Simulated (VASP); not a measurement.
# LaCoPO: how cutoff and mesh change the relaxed cell, part 2 of 2

Aim: test the relaxed volume of LaCoPO against cutoff and mesh. The starting structure is a computed structure from the Materials Project. The first relaxation on each setting starts from this cell expanded by 3 % in volume.

VASP 6.6.1.

Results so far: reference 15.79 Å³ an atom.

### 3. Relaxation with a cutoff of 400 eV

Level of this step: PBEsol, spin-polarised from a ferromagnetic start; plane waves and PAW (La, Co, P, O) (VASP).

Against step 2 the input has ENCUT = 400. This run starts from the cell of an earlier relaxation, which isn't shown; the restart sets up the plane waves anew.

INCAR reads:

```
SYSTEM = LaCoPO
PREC = Accurate
ENCUT = 400
EDIFF = 1E-06
NELM = 150
ISMEAR = 0
SIGMA = 0.05
LREAL = .FALSE.
ALGO = Normal
GGA = PS
NBANDS = 46
ISPIN = 2
MAGMOM = 0 0 2 2 0 0 0 0
LASPH = .TRUE.
LMAXMIX = 6
AMIX = 0.2
BMIX = 1E-04
AMIX_MAG = 0.8
BMIX_MAG = 1E-04
LORBIT = 11
LWAVE = .FALSE.
LCHARG = .FALSE.
KPAR = 8
IBRION = 2
NSW = 50
ISIF = 3
EDIFFG = -0.006
```

POSCAR reads:

```
LaCoPO
1.0
    3.8867810637      0.0000000000      0.0000000000
    0.0000000000      3.8867810637      0.0000000000
    0.0000000000      0.0000000000      8.2867974700
La Co P O
2 2 2 2
Direct
    0.5000000000      0.0000000000      0.1536589566
    0.0000000000      0.5000000000      0.8463410434
    0.0000000000      0.0000000000      0.5000000000
    0.5000000000      0.5000000000      0.5000000000
    0.0000000000      0.5000000000      0.3720499103
    0.5000000000      0.0000000000      0.6279500897
    0.5000000000      0.5000000000      0.0000000000
    0.0000000000      0.0000000000      0.0000000000
```

KPOINTS reads:

```
Automatic mesh
0
Gamma
8 8 4
0 0 0
```

The projector-augmented-wave data sets are La, Co, P and O (PBE family, release 64).

Started as:

```bash
$ mpirun -np 8 vasp_std
```

Log:

```text
[banner, memory and clock lines left out]
running    8 mpi-ranks, on    1 nodes
[...]
[... a notice as in an earlier step ...]

 [... a notice as in an earlier step ...]

 LDA part: xc-table for (Slater+PW92), standard interpolation
 POSCAR, INCAR and KPOINTS ok, starting setup
[...]
entering main loop
       N       E                     dE             d eps       ncg     rms          rms(c)
DAV:   1     0.585336887373E+03    0.58534E+03   -0.19403E+04  8454   0.161E+03
DAV:   2     0.851235659567E+02   -0.50021E+03   -0.44495E+03  9038   0.335E+02
DAV:   3    -0.558017070014E+02   -0.14093E+03   -0.13044E+03 11536   0.173E+02
DAV:   4    -0.742274856838E+02   -0.18426E+02   -0.17501E+02 14798   0.709E+01
[...]
DAV:  19    -0.644331340624E+02   -0.26726E-05   -0.93982E-06 14920   0.143E-02    0.914E-03
DAV:  20    -0.644331363910E+02   -0.23286E-05   -0.80868E-06 12368   0.142E-02    0.542E-03
DAV:  21    -0.644331365607E+02   -0.16970E-06   -0.14967E-06  9544   0.104E-02
   1 F= -.64433137E+02 E0= -.64430511E+02  d E =-.644331E+02  mag=     0.8481
[... from here on, the cycles between the ionic steps are left out ...]
   2 F= -.64432388E+02 E0= -.64429978E+02  d E =0.748711E-03  mag=     0.7985
   3 F= -.64434393E+02 E0= -.64431851E+02  d E =-.125603E-02  mag=     0.8249
   4 F= -.64434391E+02 E0= -.64431846E+02  d E =-.125399E-02  mag=     0.8256
   5 F= -.64434750E+02 E0= -.64432304E+02  d E =-.359766E-03  mag=     0.8062
   6 F= -.64434796E+02 E0= -.64432413E+02  d E =-.405625E-03  mag=     0.7955
   7 F= -.64434798E+02 E0= -.64432407E+02  d E =-.407718E-03  mag=     0.7970
   8 F= -.64434796E+02 E0= -.64432389E+02  d E =-.404984E-03  mag=     0.7994
   9 F= -.64434798E+02 E0= -.64432402E+02  d E =-.407480E-03  mag=     0.7976
  10 F= -.64434850E+02 E0= -.64432530E+02  d E =-.523214E-04  mag=     0.7852
  11 F= -.64434850E+02 E0= -.64432536E+02  d E =-.523733E-04  mag=     0.7840
  12 F= -.64434877E+02 E0= -.64432611E+02  d E =-.269524E-04  mag=     0.7768
  13 F= -.64434879E+02 E0= -.64432604E+02  d E =-.282560E-04  mag=     0.7781
[...]
reached required accuracy - stopping structural energy minimisation
```

The job ended after 4.2 min (8 MPI ranks of AMD EPYC 9R45, shared host; peak memory 3.8 GiB).

Parts of OUTCAR (step 3):

```text
  Total        0.0142023      0.0142023      0.0221990      0.0000000      0.0000000      0.0000000
  in kB        0.1827852      0.1827852      0.2857024      0.0000000      0.0000000      0.0000000
  external PRESSURE =       0.2170909 kB  Pullay stress =       0.0000000 kB

 POSITION                                       TOTAL-FORCE (eV/Angst)
 -----------------------------------------------------------------------------------
      1.93784      0.00000      1.27583        -0.000000      0.000000     -0.003294
      0.00000      1.93784      7.01190         0.000000      0.000000      0.003294
      0.00000      0.00000      4.14386        -0.000000      0.000000      0.000000
      1.93784      1.93784      4.14386         0.000000      0.000000      0.000000
      0.00000      1.93784      3.07811         0.000000      0.000000      0.005139
      1.93784      0.00000      5.20962        -0.000000     -0.000000     -0.005139
      1.93784      1.93784      0.00000         0.000000     -0.000000      0.000000
      0.00000      0.00000      0.00000         0.000000      0.000000      0.000000
 -----------------------------------------------------------------------------------
    total drift:                                0.000000      0.000000      0.000000

  FREE ENERGIE OF THE ION-ELECTRON SYSTEM (eV)
  ---------------------------------------------------
  free  energy   TOTEN  =       -64.4348786599 eV

  energy  without entropy=      -64.4303290044  energy(sigma->0) =      -64.43260383

 magnetization (x)
# of ion       s       p       d       f       tot
--------------------------------------------------
    1       -0.000   0.000  -0.002  -0.002  -0.004
    2       -0.000   0.000  -0.002  -0.002  -0.004
    3        0.008  -0.001   0.414   0.000   0.421
    4        0.008  -0.001   0.414   0.000   0.421
    5        0.000  -0.001   0.000   0.000  -0.001
    6        0.000  -0.001   0.000   0.000  -0.001
    7       -0.000  -0.001   0.000   0.000  -0.001
    8       -0.000  -0.001   0.000   0.000  -0.001
--------------------------------------------------
tot          0.015  -0.008   0.824  -0.004   0.827

[... 2 parts as in an earlier step ...]

[... 2 further parts left out ...]
[key lines of the parts left out:]
E-fermi :   8.9339
```

With a cutoff of 400 eV the cell ends at 15.561 Å³ an atom, -1.44 % from the reference.

### 4. Relaxation with a 4×4×2 mesh

Against step 2 the input has a 4×4×2 mesh (also changed: KPAR and NCORE). This run starts from the cell of an earlier relaxation, which isn't shown; the restart sets up the plane waves anew.

INCAR, as its differences from that of step 3:

```diff
@@ -2,3 +2,3 @@
 PREC = Accurate
-ENCUT = 400
+ENCUT = 520
 EDIFF = 1E-06
@@ -22,3 +22,4 @@
 LCHARG = .FALSE.
-KPAR = 8
+KPAR = 4
+NCORE = 2
 IBRION = 2
```

POSCAR reads:

```
LaCoPO
1.0
    3.8806750454      0.0000000000      0.0000000000
    0.0000000000      3.8806750454      0.0000000000
    0.0000000000      0.0000000000      8.3664469243
La Co P O
2 2 2 2
Direct
    0.5000000000      0.0000000000      0.1531979862
    0.0000000000      0.5000000000      0.8468020138
    0.0000000000      0.0000000000      0.5000000000
    0.5000000000      0.5000000000      0.5000000000
    0.0000000000      0.5000000000      0.3719532518
    0.5000000000      0.0000000000      0.6280467482
    0.5000000000      0.5000000000      0.0000000000
    0.0000000000      0.0000000000      0.0000000000
```

KPOINTS reads:

```
Automatic mesh
0
Gamma
4 4 2
0 0 0
```

Started as:

```bash
$ mpirun -np 8 vasp_std
```

Log:

```text
[banner, memory and clock lines left out]
running    8 mpi-ranks, on    1 nodes
[...]
[... a notice as in an earlier step ...]

 LDA part: xc-table for (Slater+PW92), standard interpolation
 POSCAR, INCAR and KPOINTS ok, starting setup
[...]
entering main loop
       N       E                     dE             d eps       ncg     rms          rms(c)
DAV:   1     0.644628917890E+03    0.64463E+03   -0.23047E+04  2240   0.198E+03
DAV:   2     0.109014466019E+03   -0.53561E+03   -0.47360E+03  2390   0.370E+02
DAV:   3    -0.516528029683E+02   -0.16067E+03   -0.14869E+03  3032   0.194E+02
DAV:   4    -0.739483074604E+02   -0.22296E+02   -0.21316E+02  3888   0.804E+01
[...]
DAV:  19    -0.643706809358E+02   -0.95048E-05   -0.27998E-05  3992   0.256E-02    0.105E-02
DAV:  20    -0.643706863351E+02   -0.53993E-05   -0.31453E-05  4144   0.210E-02    0.578E-03
DAV:  21    -0.643706872195E+02   -0.88445E-06   -0.61598E-06  3280   0.112E-02
   1 F= -.64370687E+02 E0= -.64368478E+02  d E =-.643707E+02  mag=     0.6206
[...]
3 F= -.64370920E+02 E0= -.64368737E+02  d E =-.232874E-03  mag=     0.6212
   4 F= -.64371056E+02 E0= -.64368886E+02  d E =-.136059E-03  mag=     0.6213
   5 F= -.64371051E+02 E0= -.64368896E+02  d E =-.131308E-03  mag=     0.6215
   6 F= -.64371077E+02 E0= -.64368914E+02  d E =-.157011E-03  mag=     0.6214
   7 F= -.64371077E+02 E0= -.64368915E+02  d E =-.157109E-03  mag=     0.6214
   8 F= -.64371036E+02 E0= -.64368874E+02  d E =0.412392E-04  mag=     0.6213
   9 F= -.64371070E+02 E0= -.64368907E+02  d E =0.738846E-05  mag=     0.6214
  10 F= -.64371077E+02 E0= -.64368914E+02  d E =0.174905E-07  mag=     0.6214
  11 F= -.64371078E+02 E0= -.64368915E+02  d E =-.112536E-05  mag=     0.6214
  12 F= -.64371078E+02 E0= -.64368915E+02  d E =-.649304E-06  mag=     0.6214
  13 F= -.64371078E+02 E0= -.64368915E+02  d E =-.602215E-06  mag=     0.6214
  14 F= -.64371078E+02 E0= -.64368915E+02  d E =-.505048E-06  mag=     0.6214
  15 F= -.64371078E+02 E0= -.64368915E+02  d E =-.496600E-06  mag=     0.6214
  16 F= -.64371086E+02 E0= -.64368928E+02  d E =-.818726E-05  mag=     0.6215
 trial-energy change:   -0.000008  1 .order   -0.000010   -0.000014   -0.000005
 step:   1.2718(harm=  1.2718)  dis= 0.00070  next Energy=   -64.371088 (dE=-0.108E-04)
 reached required accuracy - stopping structural energy minimisation
```

It took 1.9 min on 8 MPI ranks; peak memory 1.8 GiB; 15 min of CPU time.

From OUTCAR (step 4):

```text
  Total        0.0215754      0.0215754     -0.0069118      0.0000000      0.0000000      0.0000000
  in kB        0.2743541      0.2743541     -0.0878914      0.0000000      0.0000000      0.0000000
  external PRESSURE =       0.1536056 kB  Pullay stress =       0.0000000 kB

 POSITION                                       TOTAL-FORCE (eV/Angst)
 -----------------------------------------------------------------------------------
      1.94158     -0.00000      1.28103         0.000000     -0.000000      0.000933
      0.00000      1.94158      7.07478        -0.000000      0.000000     -0.000933
      0.00000     -0.00000      4.17790         0.000000      0.000000      0.000000
      1.94158      1.94158      4.17790         0.000000     -0.000000      0.000000
      0.00000      1.94158      3.10360         0.000000     -0.000000      0.000596
      1.94158     -0.00000      5.25221        -0.000000      0.000000     -0.000596
      1.94158      1.94158      0.00000         0.000000      0.000000      0.000000
      0.00000      0.00000      0.00000         0.000000     -0.000000      0.000000
 -----------------------------------------------------------------------------------
    total drift:                                0.000000      0.000000     -0.000000

  FREE ENERGIE OF THE ION-ELECTRON SYSTEM (eV)
  ---------------------------------------------------
  free  energy   TOTEN  =       -64.3710858856 eV

  energy  without entropy=      -64.3667707123  energy(sigma->0) =      -64.36892830

 magnetization (x)
# of ion       s       p       d       f       tot
--------------------------------------------------
    1       -0.000  -0.000  -0.002  -0.002  -0.004
    2       -0.000  -0.000  -0.002  -0.002  -0.004
    3        0.006  -0.001   0.337   0.000   0.342
    4        0.006  -0.001   0.337   0.000   0.342
    5        0.000  -0.001   0.000   0.000  -0.001
    6        0.000  -0.001   0.000   0.000  -0.001
    7       -0.000  -0.002   0.000   0.000  -0.002
    8       -0.000  -0.002   0.000   0.000  -0.002
--------------------------------------------------
tot          0.012  -0.008   0.671  -0.004   0.670

[... 1 part as in an earlier step ...]

[... 3 further parts left out ...]
[key lines of the parts left out:]
E-fermi :   8.8542
```

With a 4×4×2 mesh the cell ends at 15.750 Å³ an atom, -0.24 % from the reference.

### 5. All runs side by side

```
               run  volume (Å³/atom)  change (%)  pressure left (GPa)  core minutes
         reference            15.788           -                 0.02         197.0
a cutoff of 400 eV            15.561       -1.44                 0.02         152.0
      a 4×4×2 mesh             15.75       -0.24                 0.02          40.0
```

Core minutes are wall time times ranks, summed over the relaxations behind a row (those for a bulk modulus apart), on shared hosts.

### 6. Summary of results

```
volume of the reference                          : 15.79 Å³/atom
volume against the reference, a cutoff of 400 eV : -1.44 %
volume against the reference, a 4×4×2 mesh       : -0.24 %
```

In words: The volume moves most with a cutoff of 400 eV: -1.44 % against the reference (520 eV, 8×8×4 mesh). No finer setting was run, so this doesn't show that the reference is converged. The relaxations stop with up to 0.02 GPa left, which at a bulk modulus of 50 GPa, to name a scale, is 0.05 % of the volume, and more along a soft axis. That understates it: a restart alone still moved the volume by up to 0.6 %. A cell that shrinks at the lower cutoff is the usual mark of Pulay stress, the error that a plane-wave basis makes when it is kept while the volume changes. Further runs on this material are not shown.

[Lines on the potential files, build, host, timing and source positions are cut from VASP's logs without a mark.]

[Logs are printed without paths, hosts, clocks, repeated set-up lines and the standing remarks that a program may print on its own settings, such as how far it seeks lower states.]

[Hosts, paths, dates, database ids (printed as entryN), source tags and the programs' standing remarks are cut or masked in the printed files.]
